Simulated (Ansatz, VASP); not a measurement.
# SnSeS: VASP beside Ansatz

Wanted: the spread between two codes on one cell, functional and k mesh. Of the first pair: The structure shown is the start of the Ansatz relaxation below; VASP solves that cell, so the two are compared at the walk's first step.

Calculated with Ansatz 0.2.0; plane waves, with VASP 6.6.1 beside it; single point at PBEsol.

**1. Starting point**

The cell holds 3 atoms: 1 Sn, 1 S and 1 Se. Cell: a = 3.762 Å, b = 3.762 Å, c = 30.000 Å, α = 90.0°, β = 90.0°, γ = 120.0°. Vacuum lies along c.

Structure file:

```cif
data_structure
_symmetry_space_group_name_H-M 'P 1'
_symmetry_Int_Tables_number 1
_cell_length_a 3.7618
_cell_length_b 3.7618
_cell_length_c 30.0000
_cell_angle_alpha 90.000
_cell_angle_beta 90.000
_cell_angle_gamma 120.000
_cell_volume 367.65
loop_
_atom_site_label
_atom_site_type_symbol
_atom_site_fract_x
_atom_site_fract_y
_atom_site_fract_z
_atom_site_occupancy
Sn1 Sn 0.00000 0.00000 0.33393 1
S2 S 0.33333 0.66667 0.38237 1
Se3 Se 0.66667 0.33333 0.28037 1
```

**2. Ansatz: relaxation, PBEsol**

Ansatz runs on its PAW soft_1 files.

The two programs are compared at the cell with which this relaxation starts, whose forces are those of its first step.

input.yaml reads:

```yaml
crystal:
  lattice:
    - [3.761777539, 0.0, 0.0]
    - [-1.8808887695, 3.2577949121, 0.0]
    - [0.0, 0.0, 30.0]
  atoms:
    - { symbol: Sn, position: [0.0, 0.0, 0.3339251524] }
    - { symbol: S, position: [0.3333333333, 0.6666666667, 0.3823711895] }
    - { symbol: Se, position: [0.6666666667, 0.3333333333, 0.280370325] }
  periodic: [true, true, false]
kpoints:
  mp_grid: { grid: [9, 9, 1] }
hamiltonian:
  xc: pbesol
  pseudopotentials: { kind: paw, azcp: { folder: soft_1 }, xc_functional: pbe }
scf:
  occupations: { method: gaussian, width: 0.02 }
output:
  forces: true
  stress: true
  eigenvalues: true
relax:
  adjacent_minimum: "off"
  f_tol: 0.001
  max_steps: 60
```

Started as:

```
> ansatz run input.yaml --threads 8 --pin off --max-ram 16384MiB --backend cpu --events-out ev --progress --plain --runs-dir out
```

Numbers of over 12 decimals in the logs are rounded to 6 here.

What it wrote:

```text
Warning: output.stress: scf.convergence.dr2_threshold = 1e-9 eV (the default of a walk held to its f_tol) is looser than the 3e-10 eV advised for a printed stress (1e-10 eV for each atom of the cell: 3). What an SCF threshold leaves in a stress goes as its square root, and in the free energy as the threshold itself, and one threshold admits the most on a small cell: [figures from the program's tests cut] Every solve  [...]
Engine: ansatz 0.2.0, aarch64-unknown-linux-gnu
Pseudopotentials: kind: paw
Pseudopotential: Sn, paw, valence charge 14, recommended cutoff 420 eV (normal), soft_1/Sn.paw.azcp
Pseudopotential: S, paw, valence charge 6, recommended cutoff 420 eV (normal), soft_1/S.paw.azcp
Pseudopotential: Se, paw, valence charge 16, recommended cutoff 420 eV (normal), soft_1/Se.paw.azcp
Functional definition: PBEsol
  exchange = pbesol_x
  correlation = pbesol_c
Crystal: 3 atoms, lattice volume = 367.653 Å³
Basis set: ecut = 420 eV, 7217 PW (Γ), exchange–correlation on 54×54×432 points (8 copies of the dense FFT grid, shifted against one another)
Bands: 22, of which v1, the nominal top of the filled ones, is band 18 counted from 1 (17 counted from 0)
Symmetry: 6 space group operations
Space group: P3m1 (ITA 156), of the structure as read, at distance tolerance 7.2e-5 Å
k-points: 12 of 81 (time reversal used)
Non-local potential: Sn, projectors of the file, l = 0: 2, l = 1: 2, l = 2: 2, l = 3: 1
Non-local potential: S, projectors of the file, l = 0: 2, l = 1: 2, l = 2: 1
Non-local potential: Se, projectors of the file, l = 0: 2, l = 1: 2, l = 2: 3, l = 3: 1
PAW form: soft (Blöchl's): semilocal exchange-correlation on the pseudo side does not see the compensation charge
PAW frozen core: Sn, regenerated for the run's functional, and the local potential with it (the file was generated under x = pbe(κ = 0.804, μ = 0.219515), c = pbe(β = 0.066725))
PAW frozen core: S, regenerated for the run's functional, and the local potential with it (the file was generated under x = pbe(κ = 0.804, μ = 0.219515), c = pbe(β = 0.066725))
PAW frozen core: Se, regenerated for the run's functional, and the local potential with it (the file was generated under x = pbe(κ = 0.804, μ = 0.219515), c = pbe(β = 0.066725))
PAW one-centre angular grid: Sn, 590 points (default); XC on 64 Gauss nodes
PAW one-centre angular grid: S, 110 points (default); XC on 64 Gauss nodes
PAW one-centre angular grid: Se, 590 points (default); XC on 64 Gauss nodes
Initial density: superposition of atomic densities (neutral atoms: chi_scale 0, normalization atom)
Initial wavefunctions: pseudopotential atomic-orbital guess
Functional: x = pbesol(κ = 0.804, μ = 0.123457), c = pbesol(β = 0.046)
SCF iter   1: F=—  HF=-12260.403748 eV  |F-HF|=—  |Δ(HF+E_count)|=         —  Δρ=1.51e-2  dr2=1.32e0  ethr=3.10e-3  ⟨swp⟩=15.5  Hψ=2196  notcnv=0
preconditioner: auto → none  [insulator: Δε(μ)=1.269 eV  Ē_g=15.287 eV  σ=0.020 eV  W_gap=1.00  n_scr=16 (ndim 8)  ℏωp=9.9 eV  f_vac=0.768  D(μ)=0.00/eV (n_scr^D=0)  ε∞_Penn≈1.4]
SCF iter   2: F=—  HF=-12260.144758 eV  |F-HF|=—  |Δ(HF+E_count)|=   2.59e-1  Δρ=8.35e-3  dr2=8.96e-1  ethr=3.10e-3  ⟨swp⟩=4.8  Hψ=726  notcnv=0
SCF iter   3: F=—  HF=-12260.228996 eV  |F-HF|=—  |Δ(HF+E_count)|=   8.42e-2  Δρ=7.46e-3  dr2=2.01e0  ethr=2.49e-3  ⟨swp⟩=4.8  Hψ=489  notcnv=0
SCF iter   4: F=—  HF=-12260.018465 eV  |F-HF|=—  |Δ(HF+E_count)|=   2.11e-1  Δρ=3.43e-3  dr2=4.43e-2  ethr=2.49e-3  ⟨swp⟩=4.0  Hψ=462  notcnv=0
SCF iter   5: F=—  HF=-12260.015043 eV  |F-HF|=—  |Δ(HF+E_count)|=   3.42e-3  Δρ=1.53e-3  dr2=5.11e-3  ethr=1.23e-4  ⟨swp⟩=4.2  Hψ=510  notcnv=0
SCF iter   6: F=—  HF=-12260.015059 eV  |F-HF|=—  |Δ(HF+E_count)|=   1.63e-5  Δρ=2.97e-4  dr2=4.15e-4  ethr=1.42e-5  ⟨swp⟩=3.3  Hψ=584  notcnv=0
SCF iter   7: F=—  HF=-12260.015024 eV  |F-HF|=—  |Δ(HF+E_count)|=   3.54e-5  Δρ=7.20e-5  dr2=2.50e-5  ethr=1.15e-6  ⟨swp⟩=3.4  Hψ=541  notcnv=0
SCF iter   8: F=—  HF=-12260.015061 eV  |F-HF|=—  |Δ(HF+E_count)|=   3.71e-5  Δρ=2.39e-5  dr2=2.39e-6  ethr=6.94e-8  ⟨swp⟩=3.1  Hψ=451  notcnv=0
SCF iter   9: F=—  HF=-12260.015061 eV  |F-HF|=—  |Δ(HF+E_count)|=   1.07e-7  Δρ=7.89e-6  dr2=1.33e-7  ethr=6.65e-9  ⟨swp⟩=3.4  Hψ=541  notcnv=0
SCF iter  10: F=-12260.015061 eV  HF=-12260.015061 eV  |F-HF|=2.42e-8  |Δ(HF+E_count)|=   6.86e-8  Δρ=2.49e-6  dr2=2.86e-8  ethr=2.78e-10  ⟨swp⟩=9.8  Hψ=1459  notcnv=0
SCF 1 converged in 10 iterations: F = -12260.015061 eV  dr2 = 2.86e-8
  greatest PAW one-centre occupation: 1.000 electrons in one spin orbital (limit 2), on the Se atom at site 2 (counted from 0), in its partial waves of l = 2
relax step   1: F+E_penalty+E_count = -12260.01506095 eV  Δ(F+E_penalty+E_count) = +0.000e0 eV  max|allowed force component| = 1.305e-1 eV/Å  Δτ_max = 0.0000 Å  (10 SCF iters, dr2 threshold 1.00e-7 eV, accepted)
[...]
relax step   2: F+E_penalty+E_count = -12260.01083022 eV  Δ(F+E_penalty+E_count) = +4.231e-3 eV  max|allowed force component| = 2.878e-1 eV/Å  Δτ_max = 0.0384 Å  (6 SCF iters, dr2 threshold 1.06e-6 eV, rejected (line search))
[...]
relax step   3: F+E_penalty+E_count = -12260.01672811 eV  Δ(F+E_penalty+E_count) = -1.667e-3 eV  max|allowed force component| = 1.171e-3 eV/Å  Δτ_max = 0.0129 Å  (7 SCF iters, dr2 threshold 1.00e-7 eV, accepted)
[...]
relax step   4: F+E_penalty+E_count = -12260.01672814 eV  Δ(F+E_penalty+E_count) = -2.841e-8 eV  max|allowed force component| = 1.036e-3 eV/Å  Δτ_max = 0.0000 Å  (5 SCF iters, accepted)
[...]
relax step   5: F+E_penalty+E_count = -12260.01672821 eV  Δ(F+E_penalty+E_count) = -6.401e-8 eV  max|allowed force component| = 7.313e-5 eV/Å  Δτ_max = 0.0001 Å  (4 SCF iters, accepted)
SCF converged after 4 iterations
Free energy (F): -12260.016728 eV
Harris-Foulkes:  -12260.016728 eV  (|F-HF|=1.96e-10)
Internal energy: -12260.016728 eV  (E = F + TS)
E sigma→0 (E₀):  -12260.016728 eV
Fermi energy:    -5.764456 eV
--- Per-component energies (eV) ---
  E_band       = -981.584896
  E_kinetic    = 384.091317
  E_local      = -62189.702324  (includes V_loc(G=0)·N_el)
  E_nonlocal   = -171.025164
  E_hartree    = 30886.256266
  E_xc         = -295.947329
  E_vxc        = -251.684115  (∫ρ·V_xc dr)
  E_paw        = -6976.748537  (= ΣΔE_a)
  E_vpaw       = -525.776499  (= ΣTr[D̂ρ^β])
  E_aug_tail   = -0.000088  (compensation charges beyond the density's cutoff)
  E_ewald      = 26101.703891
  E_core_change = 1.355241  (= ΣΔE_core)
  E_smearing   = -0.000000  (= −TS)
  E_closure    = -0.000000  (closes the sum)
  Σ components = -12260.016728   (vs F -12260.016728, Δ=0.00e0)
--- Forces (eV/Å), atoms counted from 1 ---
  atom   1  Sn     0.00000000     0.00000000    -0.00007303
  atom   2  S      0.00000000     0.00000000     0.00003902
  atom   3  Se     0.00000000     0.00000000     0.00003431
  max |Σ_I F_I| component: 3.05e-7 eV/Å
--- 2D stress c σ (N/m, compression-positive) ---
       -0.818549       0.000000       0.000000
        0.000000      -0.818549       0.000000
        0.000000       0.000000       0.000000
  P = ½ c Tr σ = -0.8185 N/m
--- Band table (eV; the first three rows and the last of 12) ---
  k-point 0: bands = [... 14 lower, -7.1882, -7.1882, -6.2824, -6.2824, -4.5594, -3.0811, -1.4957, -1.4957]
  k-point 1: bands = [... 14 lower, -7.4601, -7.2807, -6.9843, -6.2918, -4.0506, -2.4512, -1.6026, -1.2020]
  k-point 2: bands = [... 14 lower, -8.0066, -7.9899, -7.1306, -6.3976, -4.1138, -2.0926, -0.7177, -0.6228]
  k-point 11: bands = [... 14 lower, -9.9362, -9.6338, -7.2023, -7.0565, -4.1669, -0.7295, -0.6127, 0.5291]
--- Relaxed structure (5 steps of the walk, 4 accepted, 0 SCFs on fresh bases) ---
  F+E_penalty+E_count = -12260.01672821 eV   max|allowed force component| = 7.313e-5 eV/Å
  cell:  # Å, volume = 367.6530 Å³
    - [3.761778, 0.0, 0.0]
    - [-1.880889, 3.257795, 0.0]
    - [0.0, 0.0, 30.0]
  atoms:
    - { symbol: Sn, position: [0, 0, 0.333923] }
    - { symbol: S, position: [0.333333, 0.666667, 0.381939] }
    - { symbol: Se, position: [0.666667, 0.333333, 0.280804] }
```

**3. VASP: single point, PBEsol, start cell, pair 1**

The same cell, functional, mesh and smearing now go to VASP, with its own data sets.

Lines of VASP's logs that name or quote its potential files are left out, and so is its time.

INCAR reads:

```
SYSTEM = SnSeS
PREC = Accurate
ENCUT = 400
EDIFF = 1E-06
NELM = 120
ISMEAR = 0
SIGMA = 0.02
LREAL = .FALSE.
ALGO = Normal
GGA = PS
NBANDS = 19
LORBIT = 11
LWAVE = .FALSE.
LCHARG = .FALSE.
ISIF = 2
LDIPOL = .TRUE.
IDIPOL = 3
DIPOL = 0.5 0.5 0.332
LVHAR = .TRUE.
LASPH = .TRUE.
GGA_COMPAT = .FALSE.
EFERMI = MIDGAP
NELMDL = -8
KPAR = 2
```

POSCAR reads:

```
SnSeS
1.0
    3.7617775390      0.0000000000      0.0000000000
   -1.8808887695      3.2577949121      0.0000000000
    0.0000000000      0.0000000000     30.0000000000
Sn S Se
1 1 1
Direct
    0.0000000000      0.0000000000      0.3339251667
    0.3333333333      0.6666666667      0.3823712000
    0.6666666667      0.3333333333      0.2803703333
```

KPOINTS reads:

```
Automatic mesh
0
Gamma
9 9 1
0 0 0
```

The projector-augmented-wave data sets are Sn_d, S and Se (PBE family, release 64).

Started as:

```
> mpirun -np 2 vasp_std
```

What it wrote:

```text
[banner, memory and clock lines left out]
running    2 mpi-ranks, on    1 nodes
 distrk:  each k-point on    1 cores,    2 groups
 distr:  one band on    1 cores,    1 groups

 POSCAR found type information on POSCAR SnS Se
 POSCAR found :  3 types and       3 ions
|                                                                             |
|               ----> ADVICE to this user running VASP <----                  |
|                                                                             |
|     You enforced a specific xc type in the INCAR file but a different       |
|     [... a line on the potential file left out ...]
|     I HOPE YOU KNOW WHAT YOU ARE DOING!                                     |
|                                                                             |

 LDA part: xc-table for (Slater+PW92), standard interpolation
 POSCAR, INCAR and KPOINTS ok, starting setup
 FFT: planning ... GRIDC
 FFT: planning ... GRID_SOFT
 FFT: planning ... GRID
 WAVECAR not read
 entering main loop
       N       E                     dE             d eps       ncg     rms          rms(c)
DAV:   1     0.169964924938E+03    0.16996E+03   -0.93709E+03   552   0.838E+02
DAV:   2     0.697947276968E+01   -0.16299E+03   -0.15945E+03   589   0.213E+02
DAV:   3    -0.134066013653E+02   -0.20386E+02   -0.20330E+02   605   0.867E+01
DAV:   4    -0.139117132762E+02   -0.50511E+00   -0.50459E+00   639   0.170E+01
DAV:   5    -0.139230550027E+02   -0.11342E-01   -0.11341E-01   681   0.244E+00
DAV:   6    -0.139233833784E+02   -0.32838E-03   -0.32837E-03   665   0.325E-01
DAV:   7    -0.139233935805E+02   -0.10202E-04   -0.10202E-04   703   0.481E-02
DAV:   8    -0.139233937161E+02   -0.13561E-06   -0.13558E-06   614   0.600E-03    0.647E+00
DAV:   9    -0.135699756172E+02    0.35342E+00   -0.79801E-01   708   0.958E+00    0.445E+00
DAV:  10    -0.135431490769E+02    0.26827E-01   -0.33567E-01   564   0.416E+00    0.691E-01
DAV:  11    -0.135352090576E+02    0.79400E-02   -0.55562E-02   572   0.223E+00    0.353E-01
DAV:  12    -0.135352427693E+02   -0.33712E-04   -0.59601E-03   534   0.460E-01    0.159E-01
DAV:  13    -0.135352229166E+02    0.19853E-04   -0.67279E-04   631   0.216E-01    0.836E-02
DAV:  14    -0.135352229800E+02   -0.63369E-07   -0.77305E-05   626   0.517E-02    0.407E-02
DAV:  15    -0.135352212922E+02    0.16878E-05   -0.32294E-05   607   0.368E-02    0.114E-02
DAV:  16    -0.135352300719E+02   -0.87797E-05   -0.16123E-05   586   0.222E-02    0.842E-03
DAV:  17    -0.135352736687E+02   -0.43597E-04   -0.17819E-05   533   0.187E-02    0.949E-03
DAV:  18    -0.135353075782E+02   -0.33910E-04   -0.40229E-06   507   0.894E-03    0.800E-03
DAV:  19    -0.135353432624E+02   -0.35684E-04   -0.11775E-06   454   0.479E-03    0.187E-03
DAV:  20    -0.135353706719E+02   -0.27409E-04   -0.16282E-06   474   0.359E-03    0.236E-03
DAV:  21    -0.135353830678E+02   -0.12396E-04   -0.21380E-07   510   0.232E-03    0.824E-04
DAV:  22    -0.135353887646E+02   -0.56969E-05   -0.11563E-07   504   0.118E-03    0.107E-03
DAV:  23    -0.135353915972E+02   -0.28326E-05   -0.69778E-08   505   0.147E-03    0.281E-04
DAV:  24    -0.135353924264E+02   -0.82922E-06   -0.75286E-09   455   0.407E-04
   1 F= -.13535392E+02 E0= -.13535392E+02  d E =0.000000E+00
```

Parts of OUTCAR (step 3):

```text
ion  position               nearest neighbor table
   1  0.000  0.000  0.334-   2 2.61   2 2.61   2 2.61   3 2.70   3 2.70   3 2.70
   2  0.333  0.667  0.382-   1 2.61   1 2.61   1 2.61
   3  0.667  0.333  0.280-   1 2.70   1 2.70   1 2.70

  LATTYP: Found a hexagonal cell.
 ALAT       =     3.7617775390
 C/A-ratio  =     7.9749532472

 Subroutine GETGRP returns: Found  6 space group operations
 (whereof  6 operations were pure point group operations)

The static configuration has the point symmetry C_3v.

 Found     12 irreducible k-points:

   k-points           NKPTS =     12   k-points in BZ     NKDIM =     12   number of bands    NBANDS=     19

   dimension x,y,z NGX =    28 NGY =   28 NGZ =  196
   dimension x,y,z NGXF=    56 NGYF=   56 NGZF=  392

   ENCUT  =  400.0 eV  29.40 Ry    5.42 a.u.   6.13  6.13 48.92*2*pi/ulx,y,z

   NELECT =      26.0000    total number of electrons

 k-points in reciprocal lattice and weights: Automatic mesh
   0.00000000  0.00000000  0.00000000       0.012
   0.11111111 -0.00000000  0.00000000       0.074
   0.22222222 -0.00000000  0.00000000       0.074
   0.33333333 -0.00000000  0.00000000       0.074
   0.44444444 -0.00000000  0.00000000       0.074
   0.11111111  0.11111111  0.00000000       0.074
   0.22222222  0.11111111  0.00000000       0.148
   0.33333333  0.11111111  0.00000000       0.148
   0.44444444  0.11111111  0.00000000       0.074
   0.22222222  0.22222222  0.00000000       0.074
   0.33333333  0.22222222  0.00000000       0.148
   0.33333333  0.33333333  0.00000000       0.025

 dipolmoment           0.000000      0.000000      0.019978 electrons x Angstroem

 average (electrostatic) potential at core
       1-110.5588       2 -94.8548       3 -61.2498

 E-fermi :  -3.6525

 k-point     1 :       0.0000    0.0000    0.0000
  band No.  band energies     occupation
    ...
      9      -5.2662      2.00000
     10      -5.0531      2.00000
     11      -5.0531      2.00000
     12      -4.1448      2.00000
     13      -4.1448      2.00000
     14      -2.4535      0.00000
     15      -0.9520      0.00000
     16       0.6249      0.00000
     17       0.6249      0.00000
     18       1.6294      0.00000
    ...

 k-point     2 :       0.1111   -0.0000    0.0000
  band No.  band energies     occupation
    ...
      9      -5.8652      2.00000
     10      -5.3189      2.00000
     11      -5.2098      2.00000
     12      -4.8542      2.00000
     13      -4.1613      2.00000
     14      -1.9519      0.00000
     15      -0.3249      0.00000
     16       0.5070      0.00000
     17       0.9128      0.00000
     18       1.8243      0.00000
    ...

 k-point     3 :       0.2222   -0.0000    0.0000
  band No.  band energies     occupation
    ...
      9      -7.1366      2.00000
     10      -5.8932      2.00000
     11      -5.8416      2.00000
     12      -5.0504      2.00000
     13      -4.2757      2.00000
     14      -2.0218      0.00000
     15       0.0102      0.00000
     16       1.3758      0.00000
     17       1.4723      0.00000
     18       2.1652      0.00000
    ...

  Total       -0.7853431     -0.7853431     -0.3786334      0.0000000      0.0000000      0.0000000
  in kB       -3.4224089     -3.4224089     -1.6500285      0.0000000      0.0000000      0.0000000
  external PRESSURE =      -2.8316154 kB  Pullay stress =       0.0000000 kB

  energy-cutoff  :      400.00
  volume of cell :      367.65
      direct lattice vectors                 reciprocal lattice vectors
     3.761777539  0.000000000  0.000000000     0.265831775  0.153478047  0.000000000
    -1.880888770  3.257794912  0.000000000     0.000000000  0.306956094  0.000000000
     0.000000000  0.000000000 30.000000000     0.000000000  0.000000000  0.033333333

 POSITION                                       TOTAL-FORCE (eV/Angst)
 -----------------------------------------------------------------------------------
      0.00000      0.00000     10.01776        -0.000000     -0.000000      0.007161
     -0.00000      2.17186     11.47114         0.000000      0.000000     -0.118355
      1.88089      1.08593      8.41111        -0.000000      0.000000      0.111193
 -----------------------------------------------------------------------------------
    total drift:                               -0.000000      0.000000      0.001166

  FREE ENERGIE OF THE ION-ELECTRON SYSTEM (eV)
  ---------------------------------------------------
  free  energy   TOTEN  =       -13.5353924264 eV

  energy  without entropy=      -13.5353924264  energy(sigma->0) =      -13.53539243

 vacuum level on the upper side and lower side of the slab         2.237         1.942

 total charge
# of ion       s       p       d       tot
------------------------------------------
    1        1.038   1.022  10.115  12.176
    2        1.359   2.295   0.000   3.653
    3        1.484   2.311   0.027   3.822
--------------------------------------------------
tot          3.882   5.628  10.142  19.651

[... 3 further parts left out ...]
```

The run ends at a pressure of -0.28 GPa, with forces up to 0.12 eV/Å.

**4. Differences**

Known differences besides the potentials themselves: Ansatz cuts the interaction across the vacuum, VASP repeats the sheet with a dipole correction; the data sets hold 36 valence electrons in Ansatz (on its PAW soft_1 files) and 26 in VASP; the cutoff is 420 eV in Ansatz and 400 eV in VASP; Ansatz makes its cores anew for this functional, VASP keeps those of its PBE data sets. Total energies have different zeros and are not compared.

Forces (eV/Å; atoms numbered as in POSCAR):

```
atom        Ansatz x, y, z          VASP x, y, z
 Sn1  0.000, 0.000, -0.005   0.000, 0.000, 0.007
  S2  0.000, 0.000, -0.126  0.000, 0.000, -0.118
 Se3   0.000, 0.000, 0.131   0.000, 0.000, 0.111
```

The forces differ by 8.0 meV/Å r.m.s., which is 14.7 % of the r.m.s. force of 0.054 eV/Å (both taken over all components). With vacuum in the cell, a pressure given here is an average over mostly empty space and none of the material.

**5. Ansatz: relaxation, PBEsol**

This run makes the geometry at which the two programs are then compared.

The structure compared here is the end of the Ansatz relaxation.

input.yaml is that of step 2.

Started as:

```
> ansatz run input.yaml --threads 8 --pin off --max-ram 16384MiB --backend cpu --events-out ev --progress --plain --runs-dir out
```

What it wrote:

```text
[...]
Crystal: 3 atoms, lattice volume = 367.653 Å³
Basis set: ecut = 420 eV, 7217 PW (Γ), exchange–correlation on 54×54×432 points (8 copies of the dense FFT grid, shifted against one another)
Bands: 22, of which v1, the nominal top of the filled ones, is band 18 counted from 1 (17 counted from 0)
Symmetry: 6 space group operations
[...]
--- Relaxed structure (5 steps of the walk, 4 accepted, 0 SCFs on fresh bases) ---
  F+E_penalty+E_count = -12260.01672821 eV   max|allowed force component| = 7.313e-5 eV/Å
  cell:  # Å, volume = 367.6530 Å³
    - [3.761778, 0.0, 0.0]
    - [-1.880889, 3.257795, 0.0]
    - [0.0, 0.0, 30.0]
  atoms:
    - { symbol: Sn, position: [0, 0, 0.333923] }
    - { symbol: S, position: [0.333333, 0.666667, 0.381939] }
    - { symbol: Se, position: [0.666667, 0.333333, 0.280804] }
[key lines of the parts left out:]
SCF converged after 4 iterations
Free energy (F): -12260.016728 eV
Fermi energy:    -5.764456 eV
P = ½ c Tr σ = -0.8185 N/m
```

[end of part 1 of 2]

[Lines on the potential files, build, host, timing and source positions are cut from VASP's logs without a mark.]

[Logs are printed without paths, hosts, clocks, repeated set-up lines and the standing remarks that a program may print on its own settings, such as how far it seeks lower states.]

[Hosts, paths, dates, database ids (printed as entryN), source tags and the programs' standing remarks are cut or masked in the printed files.]
